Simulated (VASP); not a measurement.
Output of a VASP run:

### OUTCAR
```
 ion  position               nearest neighbor table
   1  0.000  0.000  0.000-
   2  0.500  0.500  0.500-
  LATTYP: Found a face centered cubic cell.
 ALAT       =     7.0848000000
 Subroutine PRICEL returns:
 Original cell was already a primitive cell.
 Subroutine GETGRP returns: Found 48 space group operations
The static configuration has the point symmetry O_h .
The dynamic configuration has the point symmetry O_h .
 Subroutine INISYM returns: Found 48 space group operations
 Subroutine IBZKPT returns following result:
 Found     29 irreducible k-points:

 Following reciprocal coordinates:
            Coordinates               Weight
  0.000000  0.000000  0.000000      1.000000
  0.125000  0.000000  0.000000      8.000000
  0.250000  0.000000  0.000000      8.000000
  0.375000  0.000000  0.000000      8.000000
  0.500000  0.000000  0.000000      4.000000
  0.125000  0.125000  0.000000      6.000000
  0.250000  0.125000  0.000000     24.000000
  0.375000  0.125000  0.000000     24.000000
  0.500000  0.125000  0.000000     24.000000
 -0.375000  0.125000  0.000000     24.000000
 -0.250000  0.125000  0.000000     24.000000
 -0.125000  0.125000  0.000000     12.000000
  0.250000  0.250000  0.000000      6.000000
  0.375000  0.250000  0.000000     24.000000
  0.500000  0.250000  0.000000     24.000000
 -0.375000  0.250000  0.000000     24.000000
 -0.250000  0.250000  0.000000     12.000000
  0.375000  0.375000  0.000000      6.000000
  0.500000  0.375000  0.000000     24.000000
 -0.375000  0.375000  0.000000     12.000000
  0.500000  0.500000  0.000000      3.000000
  0.375000  0.250000  0.125000     24.000000
  0.500000  0.250000  0.125000     48.000000
 -0.375000  0.250000  0.125000     24.000000
  0.500000  0.375000  0.125000     24.000000
 -0.375000  0.375000  0.125000     48.000000
 -0.250000  0.375000  0.125000     24.000000
 -0.375000  0.500000  0.125000     12.000000
 -0.250000  0.500000  0.250000      6.000000
   k-points           NKPTS =     29   k-points in BZ     NKDIM =     29   number of bands    NBANDS=     11
   number of dos      NEDOS =    301   number of ions     NIONS =      2
   total plane-waves  NPLWV =  46656
   dimension x,y,z NGX =    36 NGY =   36 NGZ =   36
   dimension x,y,z NGXF=    72 NGYF=   72 NGZF=   72
   ions per type =               1   1
   PREC   = accura    normal or accurate (medium, high low for compatibility)
   ISTART =      0    job   : 0-new  1-cont  2-samecut
   ICHARG =      2    charge: 1-file 2-atom 10-const
   ISPIN  =      1    spin polarized calculation?
   LNONCOLLINEAR =      F non collinear calculations
   LSORBIT =      F    spin-orbit coupling
   INIWAV =      1    electr: 0-lowe 1-rand  2-diag
   ENCUT  =  400.0 eV  29.40 Ry    5.42 a.u.   8.17  8.17  8.17*2*pi/ulx,y,z
   NELM   =    100;   NELMIN=  2; NELMDL= -5     # of ELM steps
   EDIFF  = 0.1E-05   stopping-criterion for ELM
   LREAL  =      F    real-space projection
   NLSPLINE    = F    spline interpolate recip. space projectors
   LMAXMIX     =    6 max onsite mixed and CHGCAR
   VOSKOWN=      0    Vosko Wilk Nusair interpolation
   EDIFFG = -.1E-01   stopping-criterion for IOM
   NSW    =     60    number of steps for IOM
   NBLOCK =      1;   KBLOCK =     60    inner block; outer block
   IBRION =      2    ionic relax: 0-MD 1-quasi-New 2-CG
   NFREE  =      1    steps in history (QN), initial steepest desc. (CG)
   ISIF   =      3    stress and relaxation
   ISYM   =      2    0-nonsym 1-usesym 2-fastsym
   TEIN   =    0.0    initial temperature
   TEBEG  =    0.0;   TEEND  =   0.0 temperature during run
   SMASS  =  -3.00    Nose mass-parameter (am)
   PSTRESS=    0.0 pullay stress
   NELECT =      14.0000    total number of electrons
   EFERMI =   0.00;   METHOD = LEGACY
   ISMEAR =     1;   SIGMA  =   0.10  broadening in eV -4-tet -1-fermi 0-gaus
   IALGO  =     38    algorithm
...
```

File OSZICAR:
```
       N       E                     dE             d eps       ncg     rms          rms(c)
DAV:   1     0.119794187680E+03    0.11979E+03   -0.39045E+03   638   0.107E+03
DAV:   2     0.244777335603E+01   -0.11735E+03   -0.11601E+03   982   0.205E+02
DAV:   3    -0.677320260147E+01   -0.92210E+01   -0.90921E+01   737   0.840E+01
DAV:   4    -0.770391089924E+01   -0.93071E+00   -0.91142E+00  1238   0.287E+01
DAV:   5    -0.774086559931E+01   -0.36955E-01   -0.36965E-01   948   0.482E+00    0.194E+00
DAV:   6    -0.775222755258E+01   -0.11362E-01   -0.67916E-02  1222   0.264E+00    0.118E+00
DAV:   7    -0.776956170363E+01   -0.17334E-01   -0.73933E-02   844   0.233E+00    0.313E-01
DAV:   8    -0.777163187402E+01   -0.20702E-02   -0.75690E-03  1267   0.110E+00    0.126E-01
DAV:   9    -0.777150009512E+01    0.13178E-03   -0.14714E-03  1196   0.228E-01    0.228E-02
DAV:  10    -0.777146727090E+01    0.32824E-04   -0.21852E-04  1238   0.838E-02    0.210E-02
DAV:  11    -0.777146897157E+01   -0.17007E-05   -0.11772E-05  1252   0.368E-02    0.672E-03
DAV:  12    -0.777146928579E+01   -0.31422E-06   -0.33220E-06  1204   0.193E-02
   1 F= -.77714693E+01 E0= -.77702451E+01  d E =-.777147E+01
       N       E                     dE             d eps       ncg     rms          rms(c)
DAV:   1    -0.141763033787E+02   -0.64048E+01   -0.19682E+02   733   0.162E+02    0.111E+01
DAV:   2    -0.981920896192E+01    0.43571E+01   -0.10096E+01   987   0.430E+01    0.579E+00
DAV:   3    -0.842005756440E+01    0.13992E+01   -0.98021E+00  1071   0.262E+01    0.165E+00
DAV:   4    -0.838074694055E+01    0.39311E-01   -0.84539E-01  1104   0.117E+01    0.925E-01
DAV:   5    -0.840023334735E+01   -0.19486E-01   -0.91596E-02  1227   0.201E+00    0.706E-01
DAV:   6    -0.840922374013E+01   -0.89904E-02   -0.32705E-02  1082   0.172E+00    0.255E-01
DAV:   7    -0.841280192749E+01   -0.35782E-02   -0.95949E-03  1251   0.941E-01    0.693E-02
DAV:   8    -0.841280914154E+01   -0.72141E-05   -0.25218E-04  1019   0.145E-01    0.278E-02
DAV:   9    -0.841280923619E+01   -0.94643E-07   -0.42867E-05  1174   0.793E-02    0.244E-03
DAV:  10    -0.841280889835E+01    0.33784E-06   -0.18125E-06  1003   0.116E-02
   2 F= -.84128089E+01 E0= -.84115393E+01  d E =-.641340E+00
       N       E                     dE             d eps       ncg     rms          rms(c)
DAV:   1    -0.843356438308E+01   -0.20755E-01   -0.58319E-01   893   0.774E+00    0.615E-01
DAV:   2    -0.841957128544E+01    0.13993E-01   -0.40736E-02  1027   0.301E+00    0.310E-01
DAV:   3    -0.841555658076E+01    0.40147E-02   -0.32112E-02  1029   0.175E+00    0.880E-02
DAV:   4    -0.841540182286E+01    0.15476E-03   -0.18788E-03  1130   0.439E-01    0.641E-02
DAV:   5    -0.841540746284E+01   -0.56400E-05   -0.12662E-04  1152   0.932E-02    0.448E-02
DAV:   6    -0.841538444005E+01    0.23023E-04   -0.25642E-04  1019   0.158E-01    0.673E-03
DAV:   7    -0.841539054662E+01   -0.61066E-05   -0.24294E-05  1166   0.442E-02    0.487E-03
DAV:   8    -0.841539067549E+01   -0.12887E-06   -0.64906E-06  1060   0.263E-02
   3 F= -.84153907E+01 E0= -.84142596E+01  d E =-.643921E+00
```

File OUTCAR:
```
------------------------ aborting loop because EDIFF is reached ----------------------------------------
  FORCE on cell =-STRESS in cart. coord.  units (eV):
  Direction    XX          YY          ZZ          XY          YZ          ZX
  --------------------------------------------------------------------------------------
  Total       -0.0125616     -0.0125616     -0.0125616     -0.0000000      0.0000000      0.0000000
  in kB       -0.3070779     -0.3070779     -0.3070779     -0.0000000      0.0000000      0.0000000
  external PRESSURE =      -0.3070779 kB  Pullay stress =       0.0000000 kB
  volume of cell :       65.54
      direct lattice vectors                 reciprocal lattice vectors
    -0.000000000  3.200067998  3.200067998    -0.156246680  0.156246680  0.156246680
     3.200067998 -0.000000000  3.200067998     0.156246680 -0.156246680  0.156246680
     3.200067998  3.200067998  0.000000000     0.156246680  0.156246680 -0.156246680
 POSITION                                       TOTAL-FORCE (eV/Angst)
 -----------------------------------------------------------------------------------
      0.00000      0.00000      0.00000        -0.000000     -0.000000     -0.000000
      3.20007      3.20007      3.20007         0.000000      0.000000      0.000000
 -----------------------------------------------------------------------------------
    total drift:                               -0.000000      0.000000      0.000000
  FREE ENERGIE OF THE ION-ELECTRON SYSTEM (eV)
  ---------------------------------------------------
  free  energy   TOTEN  =        -8.4153906755 eV

  energy  without entropy=       -8.4119973815  energy(sigma->0) =       -8.41425958

 reached required accuracy - stopping structural energy minimisation
```
(Selected blocks of OUTCAR.)

File POSCAR:
```
LaAl
1
    0.0000000000     3.5424000000     3.5424000000
    3.5424000000     0.0000000000     3.5424000000
    3.5424000000     3.5424000000     0.0000000000
La Al
1 1
Direct
  0.0000000000   0.0000000000   0.0000000000
  0.5000000000   0.5000000000   0.5000000000
```

Problem. Reconstruct the remaining input files.

Solution. Several could match; the one computed here: the input of the run itself, PBE GGA, plane waves, VASP's PBE PAW potentials (set 64).

### INCAR
```
SYSTEM = LaAl
PREC = Accurate
ENCUT = 400
EDIFF = 1E-6
NELM = 100
ALGO = Normal
LREAL = .FALSE.
LASPH = .TRUE.
ISMEAR = 1
SIGMA = 0.1
GGA = PE
LMAXMIX = 6
LWAVE = .FALSE.
LCHARG = .FALSE.
IBRION = 2
ISIF = 3
NSW = 60
EDIFFG = -0.01
```

KPOINTS:
```
Automatic mesh
0
Gamma
8 8 8
0 0 0
```

POTCAR, in this order: La Al (PBE.64 set). Program: vasp_std.

Energy and stress use the plane-wave basis of the starting cell.

The structure was generated: LaAl was put into the rock salt type (Fm-3m), which need not be its known phase. This run relaxes it. Symmetry was kept, so distortions that lower it aren't found.
